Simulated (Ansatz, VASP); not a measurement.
**TiSi2 (Zhiqinite) in two plane-wave programs**

Wanted: the spread between two codes on one cell, functional and k mesh. The cell is taken from a series of runs on this material, whose earlier steps may have relaxed, scaled, displaced or heated it; both programs get it as it stands.

Method: plane waves, with VASP 6.6.1 beside it; single point at RPBE, in Ansatz 0.2.0.

### Step 1. Set-up

The structure is orthorhombic, space group Fddd (No. 70). The conventional cell has a = 4.773 Å, b = 8.236 Å, c = 8.523 Å, α = 90.00°, β = 90.00°, γ = 90.00°. Ti has 10 Si at 2.54 to 2.75 Å nearest. Si has 5 Ti at 2.54 to 2.75 Å and 5 Si at 2.54 to 2.75 Å nearest. Farther neighbours are not listed.

As a file:

```cif
data_structure
_symmetry_space_group_name_H-M 'Fddd:1'
_symmetry_Int_Tables_number 70
_cell_length_a 4.7730
_cell_length_b 8.2360
_cell_length_c 8.5230
_cell_angle_alpha 90.000
_cell_angle_beta 90.000
_cell_angle_gamma 90.000
_cell_volume 335.04
loop_
_atom_site_label
_atom_site_type_symbol
_atom_site_symmetry_multiplicity
_atom_site_Wyckoff_symbol
_atom_site_fract_x
_atom_site_fract_y
_atom_site_fract_z
_atom_site_occupancy
Ti1 Ti 8 b 0.50000 0.00000 0.00000 1
Si1 Si 16 f 0.50000 0.33300 0.00000 1
```

### Step 2. Ansatz: single point, RPBE

Ansatz runs on its default PAW (the set named soft_2) files.

A single point gives forces, pressure and levels at one fixed geometry, so differences don't come from the geometry; what else differs is listed under the comparison.

File input.yaml:

```yaml
crystal:
  lattice:
    - [0.0, 4.118, 4.2615]
    - [2.3865, 0.0, 4.2615]
    - [2.3865, 4.118, 0.0]
  atoms:
    - { symbol: Ti, position: [0.5, 0.5, 0.5] }
    - { symbol: Ti, position: [0.75, 0.75, 0.75] }
    - { symbol: Si, position: [0.833, 0.167, 0.833] }
    - { symbol: Si, position: [0.167, 0.833, 0.167] }
    - { symbol: Si, position: [0.417, 0.083, 0.417] }
    - { symbol: Si, position: [0.083, 0.417, 0.083] }
kpoints:
  mp_grid: { grid: [10, 10, 10] }
  band_path:
    path:
      - [[0.0, 0.0, 0.0], [0.5, 0.0, 0.5], [1.0, 0.5, 0.5], [0.5, 0.5, 0.0], [0.0, 0.0, 0.0], [0.0, 0.412367, 0.412367]]
      - [[1.0, 0.587633, 0.587633], [1.0, 0.5, 0.5]]
      - [[0.5, 0.0, 0.5], [0.5, 0.244441, 0.744441]]
      - [[0.5, 0.755559, 0.255559], [0.5, 0.5, 0.0]]
      - [[0.0, 0.0, 0.0], [0.5, 0.5, 0.5]]
    npoints: 10
scf:
  occupations: { method: fermi_dirac, width: 0.05 }
  n_extra_bands: 16
hamiltonian:
  xc: rpbe
  pseudopotentials: { kind: paw }
output:
  forces: true
  stress: true
  dos:
    projected: true
    de: 0.05
    e_range: [-30, 12]
    nscf_kmesh: { grid: [16, 16, 16] }
  fatbands: true
```

Command:

```sh
ansatz run input.yaml --threads 2 --pin off --max-ram 4096MiB --backend cpu --events-out ev --progress --plain --runs-dir out
```

Numbers of over 12 decimals in the logs are rounded to 6 here.

Log:

```text
scf.n_extra_bands = 16 over 20 filled bands (N_el = 40.0): the run solves 36 bands
Engine: ansatz 0.2.0, aarch64-unknown-linux-gnu
Pseudopotentials: kind: paw
Pseudopotential: Ti, paw, valence charge 12, recommended cutoff 420 eV (normal), Ti.paw.azcp
Pseudopotential: Si, paw, valence charge 4, recommended cutoff 420 eV (normal), Si.paw.azcp
Functional definition: RPBE
  parameter kappa = 0.804
  parameter beta = 0.066725
  exchange = rpbe_x(kappa = kappa, mu = beta*pi^2/3)
  correlation = pbe_c(beta = beta)
Crystal: 6 atoms, lattice volume = 83.761 Å³
Basis set: ecut = 420 eV, 1617 PW (Γ), exchange–correlation on 80×72×64 points (8 copies of the dense FFT grid, shifted against one another)
Bands: 36, of which v1, the nominal top of the filled ones, is band 20 counted from 1 (19 counted from 0)
Symmetry: 8 space group operations
Space group: Fddd (ITA 70), of the structure as read, at distance tolerance 4.4e-5 Å
k-points: 171 of 1000
Non-local potential: Ti, projectors of the file, l = 0: 3, l = 1: 2, l = 2: 3, l = 3: 1
Non-local potential: Si, projectors of the file, l = 0: 2, l = 1: 2, l = 2: 2
PAW form: soft (Blöchl's): semilocal exchange-correlation on the pseudo side does not see the compensation charge
PAW frozen core: Ti, regenerated for the run's functional, and the local potential with it (the file was generated under x = pbe(κ = 0.804, μ = 0.219515), c = pbe(β = 0.066725))
PAW frozen core: Si, regenerated for the run's functional, and the local potential with it (the file was generated under x = pbe(κ = 0.804, μ = 0.219515), c = pbe(β = 0.066725))
PAW one-centre angular grid: Ti, 590 points (default); XC on 64 Gauss nodes
PAW one-centre angular grid: Si, 110 points (default); XC on 64 Gauss nodes
Initial density: superposition of atomic densities (neutral atoms: chi_scale 0, normalization atom), corrected by the library's trained network
Initial wavefunctions: pseudopotential atomic-orbital guess
Functional: x = rpbe, c = pbe(β = 0.066725)
SCF iter   1: F=—  HF=-7566.749165 eV  |F-HF|=—  |Δ(HF+E_count)|=         —  Δρ=4.88e-3  dr2=2.61e-2  ethr=1.77e-3  ⟨swp⟩=5.0  Hψ=27591  notcnv=0  defer=260
preconditioner: auto → Kerker (q_TF=auto, 2.412 Å⁻¹)  [metal: Δε(μ)=0.018 eV  Ē_g=8.708 eV  σ=0.050 eV  W_gap=0.09  n_scr=16 (ndim 8)  ℏωp=19.9 eV  f_vac=0.000  D(μ)=2.02/eV (n_scr^D=12)]
SCF iter   2: F=—  HF=-7566.747343 eV  |F-HF|=—  |Δ(HF+E_count)|=   1.82e-3  Δρ=2.78e-3  dr2=8.46e-3  ethr=6.52e-5  ⟨swp⟩=1.0  Hψ=7535  notcnv=0  defer=904
SCF iter   3: F=—  HF=-7566.746212 eV  |F-HF|=—  |Δ(HF+E_count)|=   1.13e-3  Δρ=2.83e-4  dr2=7.75e-5  ethr=2.12e-5  ⟨swp⟩=2.4  Hψ=6236  notcnv=0  defer=904
SCF iter   4: F=—  HF=-7566.746194 eV  |F-HF|=—  |Δ(HF+E_count)|=   1.73e-5  Δρ=7.39e-5  dr2=4.57e-6  ethr=1.94e-7  ⟨swp⟩=2.0  Hψ=6929  notcnv=0  defer=904
SCF iter   5: F=—  HF=-7566.746194 eV  |F-HF|=—  |Δ(HF+E_count)|=   4.23e-7  Δρ=1.64e-5  dr2=2.70e-7  ethr=1.14e-8  ⟨swp⟩=2.1  Hψ=5705  notcnv=0  defer=904
SCF iter   6: F=-7566.746194 eV  HF=-7566.746194 eV  |F-HF|=4.57e-10  |Δ(HF+E_count)|=   3.49e-8  Δρ=2.27e-6  dr2=2.94e-9  ethr=2.50e-10  ⟨swp⟩=8.8  Hψ=26381  notcnv=0
SCF 1 converged in 6 iterations: F = -7566.746194 eV  dr2 = 2.94e-9
  greatest PAW one-centre occupation: 0.999 electrons in one spin orbital (limit 2), on the Ti atom at site 1 (counted from 0), in its partial waves of l = 0
NSCF: frozen V_eff on 95 k-points
NSCF: frozen V_eff on 621 k-points
SCF converged after 6 iterations
Free energy (F): -7566.746194 eV
Harris-Foulkes:  -7566.746194 eV  (|F-HF|=4.57e-10)
Internal energy: -7566.729260 eV  (E = F + TS)
E sigma→0 (E₀):  -7566.737727 eV
Entropy (-TS):   -0.016934 eV (-2.822 meV/atom)
Fermi energy:    12.777486 eV
--- Per-component energies (eV) ---
  E_band       = -209.773038
  E_kinetic    = 720.148011
  E_local      = -2023.449570  (includes V_loc(G=0)·N_el)
  E_nonlocal   = 112.547928
  E_hartree    = 886.174601
  E_xc         = -424.249787
  E_vxc        = -441.322556  (∫ρ·V_xc dr)
  E_paw        = -4166.350926  (= ΣΔE_a)
  E_vpaw       = -350.047324  (= ΣTr[D̂ρ^β])
  E_aug_tail   = 0.000247  (compensation charges beyond the density's cutoff)
  E_ewald      = -2671.349290
  E_core_change = -0.200472  (= ΣΔE_core)
  E_smearing   = -0.016934  (= −TS)
  E_closure    = -0.000000  (closes the sum)
  Σ components = -7566.746194   (vs F -7566.746194, Δ=0.00e0)
--- Forces (eV/Å), atoms counted from 1 ---
  atom   1  Ti    -0.00000000     0.00000000     0.00000000
  atom   2  Ti     0.00000000     0.00000000     0.00000000
  atom   3  Si     0.00000000     0.22345552     0.00000000
  atom   4  Si     0.00000000    -0.22345552     0.00000000
  atom   5  Si     0.00000000    -0.22345552     0.00000000
  atom   6  Si     0.00000000     0.22345552     0.00000000
  max |Σ_I F_I| component: 2.78e-17 eV/Å
--- Stress (GPa, compression-positive) ---
        5.575686       0.000000       0.000000
        0.000000       4.107229       0.000000
        0.000000       0.000000       5.041171
  P = ⅓ Tr σ = 4.9080 GPa (49.080 kbar)
--- Band table (eV; the first three rows and the last of 171) ---
  k-point 0: bands = [... 16 lower, 10.5184, 10.8063, 11.0347, 11.2486, 11.8426, 14.8106, 15.9947, 16.1197, ... 12 higher]
  k-point 1: bands = [... 16 lower, 10.3434, 10.7587, 11.2909, 11.4319, 11.8196, 14.7021, 15.8646, 15.9450, ... 12 higher]
  k-point 2: bands = [... 16 lower, 10.8016, 11.0242, 11.5076, 11.6252, 12.1034, 14.3925, 15.5495, 15.6930, ... 12 higher]
  k-point 170: bands = [... 16 lower, 11.1493, 11.1493, 11.7369, 11.7369, 13.5867, 13.5867, 16.0108, 16.0108, ... 12 higher]
```

### Step 3. VASP: single point, RPBE

The same cell, functional, mesh and smearing now go to VASP, with its own data sets.

Lines of VASP's logs that name or quote its potential files are left out, and so is its time.

File INCAR:

```
SYSTEM = TiSi2
PREC = Accurate
ENCUT = 500
EDIFF = 1E-06
NELM = 120
ISMEAR = -1
SIGMA = 0.05
LREAL = .FALSE.
ALGO = Normal
GGA = RP
NBANDS = 26
LASPH = .TRUE.
LORBIT = 11
LWAVE = .FALSE.
LCHARG = .FALSE.
ISIF = 2
GGA_COMPAT = .FALSE.
KPAR = 2
```

File POSCAR:

```
TiSi2
1.0
    0.0000000000      4.1180000000      4.2615000000
    2.3865000000      0.0000000000      4.2615000000
    2.3865000000      4.1180000000      0.0000000000
Ti Si
2 4
Direct
    0.5000000000      0.5000000000      0.5000000000
    0.7500000000      0.7500000000      0.7500000000
    0.8330000000      0.1670000000      0.8330000000
    0.1670000000      0.8330000000      0.1670000000
    0.4170000000      0.0830000000      0.4170000000
    0.0830000000      0.4170000000      0.0830000000
```

File KPOINTS:

```
Automatic mesh
0
Gamma
10 10 10
0 0 0
```

Potentials, in the order of the species: Ti_sv and Si (PBE family, release 64).

Command:

```sh
mpirun -np 2 vasp_std
```

Log:

```text
[banner, memory and clock lines left out]
running    2 mpi-ranks, on    1 nodes
 distrk:  each k-point on    1 cores,    2 groups
 distr:  one band on    1 cores,    1 groups

 POSCAR found type information on POSCAR TiSi
 POSCAR found :  2 types and       6 ions
|                                                                             |
|               ----> ADVICE to this user running VASP <----                  |
|                                                                             |
|     You enforced a specific xc type in the INCAR file but a different       |
|     [... a line on the potential file left out ...]
|     I HOPE YOU KNOW WHAT YOU ARE DOING!                                     |
|                                                                             |

 LDA part: xc-table for (Slater+PW92), standard interpolation
 POSCAR, INCAR and KPOINTS ok, starting setup
 FFT: planning ... GRIDC
 FFT: planning ... GRID_SOFT
 FFT: planning ... GRID
 WAVECAR not read
 entering main loop
       N       E                     dE             d eps       ncg     rms          rms(c)
DAV:   1     0.385243710707E+03    0.38524E+03   -0.18719E+04  8892   0.159E+03
DAV:   2     0.665345318967E+01   -0.37859E+03   -0.37224E+03  8904   0.458E+02
DAV:   3    -0.384947784800E+02   -0.45148E+02   -0.44325E+02 15474   0.130E+02
DAV:   4    -0.418638507236E+02   -0.33691E+01   -0.33558E+01 12344   0.330E+01
DAV:   5    -0.420771417247E+02   -0.21329E+00   -0.21325E+00 13994   0.715E+00    0.191E+01
DAV:   6    -0.391676011459E+02    0.29095E+01   -0.37644E+01 12820   0.444E+01    0.729E+00
DAV:   7    -0.386459220412E+02    0.52168E+00   -0.72935E+00 12054   0.195E+01    0.533E+00
DAV:   8    -0.385882357437E+02    0.57686E-01   -0.76476E-01 12436   0.714E+00    0.113E+00
DAV:   9    -0.385798154300E+02    0.84203E-02   -0.13713E-01 12664   0.305E+00    0.530E-01
DAV:  10    -0.385806869897E+02   -0.87156E-03   -0.45914E-03 11764   0.562E-01    0.208E-01
DAV:  11    -0.385806705693E+02    0.16420E-04   -0.37385E-03 14262   0.456E-01    0.132E-01
DAV:  12    -0.385806161267E+02    0.54443E-04   -0.88416E-04 12726   0.221E-01    0.181E-02
DAV:  13    -0.385806132551E+02    0.28716E-05   -0.42149E-05 12166   0.572E-02    0.156E-02
DAV:  14    -0.385806126141E+02    0.64099E-06   -0.30683E-06 11418   0.160E-02
   1 F= -.38580613E+02 E0= -.38572124E+02  d E =-.169780E-01
```

OUTCAR, selected parts (step 3):

```text
ion  position               nearest neighbor table
   1  0.500  0.500  0.500-   6 2.54   5 2.54   6 2.54   5 2.54   4 2.74   3 2.74   4 2.75   4 2.75
                             3 2.75   3 2.75
   2  0.750  0.750  0.750-   3 2.54   4 2.54   3 2.54   4 2.54   6 2.74   5 2.74   6 2.75   5 2.75
                             6 2.75   5 2.75
   3  0.833  0.167  0.833-   2 2.54   2 2.54   5 2.54   5 2.54   1 2.74   4 2.75   4 2.75   4 2.75
                             1 2.75   1 2.75
   4  0.167  0.833  0.167-   2 2.54   2 2.54   6 2.54   6 2.54   1 2.74   3 2.75   3 2.75   3 2.75
                             1 2.75   1 2.75
   5  0.417  0.083  0.417-   1 2.54   1 2.54   3 2.54   3 2.54   2 2.74   6 2.75   6 2.75   6 2.75
                             2 2.75   2 2.75
   6  0.083  0.417  0.083-   1 2.54   1 2.54   4 2.54   4 2.54   2 2.74   5 2.75   5 2.75   5 2.75
                             2 2.75   2 2.75

  LATTYP: Found a face centered orthorhombic cell.
 ALAT       =     4.7730000000
 B/A-ratio  =     1.7255394930
 C/A-ratio  =     1.7856693903

 Subroutine GETGRP returns: Found  8 space group operations
 (whereof  4 operations were pure point group operations)

The static configuration has the point symmetry D_2 .
 The point group associated with its full space group is D_2h.

 Found    171 irreducible k-points:

   k-points           NKPTS =    171   k-points in BZ     NKDIM =    171   number of bands    NBANDS=     26

   dimension x,y,z NGX =    48 NGY =   36 NGZ =   36
   dimension x,y,z NGXF=    96 NGYF=   72 NGZF=   72

   ENCUT  =  500.0 eV  36.75 Ry    6.06 a.u.  10.80  8.91  8.68*2*pi/ulx,y,z

   NELECT =      40.0000    total number of electrons

 k-points in reciprocal lattice and weights: Automatic mesh
   0.00000000  0.00000000  0.00000000       0.001
   0.10000000  0.00000000  0.00000000       0.008
   0.20000000  0.00000000  0.00000000       0.008
   0.30000000  0.00000000  0.00000000       0.008
   0.40000000  0.00000000  0.00000000       0.008
   0.50000000  0.00000000  0.00000000       0.004
   0.10000000  0.10000000  0.00000000       0.002
   0.20000000  0.10000000  0.00000000       0.008
   0.30000000  0.10000000  0.00000000       0.008
[...]
-0.10000000  0.40000000  0.50000000       0.002
   0.00000000  0.50000000  0.50000000       0.001

 average (electrostatic) potential at core
       1 -70.1429       2 -70.1429       3 -79.1835       4 -79.1835       5 -79.1835
       6 -79.1835

 E-fermi :  10.3143

 k-point     1 :       0.0000    0.0000    0.0000
  band No.  band energies     occupation
    ...
     17       8.0560      2.00000
     18       8.3464      2.00000
     19       8.5754      2.00000
     20       8.7880      2.00000
     21       9.3835      2.00000
     22      12.3429      0.00000
     23      13.5222      0.00000
     24      13.6511      0.00000
     25      13.6893      0.00000
     26      14.1563      0.00000

 k-point     2 :       0.1000    0.0000    0.0000
  band No.  band energies     occupation
    ...
     17       7.8850      2.00000
     18       8.2979      2.00000
     19       8.8302      2.00000
     20       8.9715      2.00000
     21       9.3603      2.00000
     22      12.2346      0.00000
     23      13.3961      0.00000
     24      13.4749      0.00000
     25      13.6692      0.00000
     26      13.7826      0.00000

 k-point     3 :       0.2000    0.0000    0.0000
  band No.  band energies     occupation
    ...
     17       8.3423      2.00000
     18       8.5621      2.00000
     19       9.0471      2.00000
     20       9.1651      2.00000
     21       9.6421      2.00000
     22      11.9259      0.00000
     23      13.0819      0.00000
     24      13.2243      0.00000
     25      13.3441      0.00000
     26      13.4781      0.00000

  Total        2.7466695      1.9994794      2.4778171      0.0000000      0.0000000      0.0000000
  in kB       52.5383858     38.2461081     47.3957668      0.0000000      0.0000000      0.0000000
  external PRESSURE =      46.0600869 kB  Pullay stress =       0.0000000 kB

  energy-cutoff  :      500.00
  volume of cell :       83.76
      direct lattice vectors                 reciprocal lattice vectors
     0.000000000  4.118000000  4.261500000    -0.209511837  0.121418164  0.117329579
     2.386500000  0.000000000  4.261500000     0.209511837 -0.121418164  0.117329579
     2.386500000  4.118000000  0.000000000     0.209511837  0.121418164 -0.117329579

 POSITION                                       TOTAL-FORCE (eV/Angst)
 -----------------------------------------------------------------------------------
      2.38650      4.11800      4.26150         0.000000     -0.000000     -0.000000
      3.57975      6.17700      6.39225         0.000000     -0.000000      0.000000
      2.38650      6.86059      4.26150        -0.000000      0.226577      0.000000
      2.38650      1.37541      4.26150        -0.000000     -0.226577      0.000000
      1.19325      3.43441      2.13075         0.000000     -0.226577      0.000000
      1.19325      0.68359      2.13075         0.000000      0.226577      0.000000
 -----------------------------------------------------------------------------------
    total drift:                               -0.000000     -0.000000      0.000000

  FREE ENERGIE OF THE ION-ELECTRON SYSTEM (eV)
  ---------------------------------------------------
  free  energy   TOTEN  =       -38.5806126141 eV

  energy  without entropy=      -38.5636346370  energy(sigma->0) =      -38.57212363

 total charge
# of ion       s       p       d       tot
------------------------------------------
    1        2.173   6.168   2.059  10.400
    2        2.173   6.168   2.059  10.400
    3        0.769   0.862   0.000   1.631
    4        0.769   0.862   0.000   1.631
    5        0.769   0.862   0.000   1.631
    6        0.769   0.862   0.000   1.631
--------------------------------------------------
tot          7.425  15.783   4.117  27.325

[... 3 further parts left out ...]
```

The run ends at a pressure of 4.61 GPa, with forces up to 0.23 eV/Å.

### Step 4. Side by side

Known differences besides the potentials themselves: the cutoff is 420 eV in Ansatz and 500 eV in VASP; Ansatz makes its cores anew for this functional, VASP keeps those of its PBE data sets. Total energies have different zeros and are not compared.

The two programs side by side:

```tsv
quantity	Ansatz	VASP	difference
pressure (GPa)	4.91	4.61	+0.30
```

Forces (eV/Å; atoms numbered as in POSCAR):

```tsv
atom	Ansatz x, y, z	VASP x, y, z
Ti1	0.000, 0.000, 0.000	0.000, 0.000, 0.000
Ti2	0.000, 0.000, 0.000	0.000, 0.000, 0.000
Si3	0.000, 0.223, 0.000	0.000, 0.227, 0.000
Si4	0.000, -0.223, 0.000	0.000, -0.227, 0.000
Si5	0.000, -0.223, 0.000	0.000, -0.227, 0.000
Si6	0.000, 0.223, 0.000	0.000, 0.227, 0.000
```

The forces differ by 1.5 meV/Å r.m.s., which is 1.4 % of the r.m.s. force of 0.107 eV/Å (both taken over all components).

### Step 5. What came out

| Item | Value |
| --- | --- |
| r.m.s. force difference (single point, RPBE) | 1.5 meV/Å |

In words: The r.m.s. force difference is 1.5 meV/Å (single point, RPBE), within the 12 meV/Å picked in this series as the mark of a large difference. How closely two codes agree says nothing of how well the functional describes the real material.

[Lines on the potential files, build, host, timing and source positions are cut from VASP's logs without a mark.]

[Logs are printed without paths, hosts, clocks, repeated set-up lines and the standing remarks that a program may print on its own settings, such as how far it seeks lower states.]

[Hosts, paths, dates, database ids (printed as entryN), source tags and the programs' standing remarks are cut or masked in the printed files.]
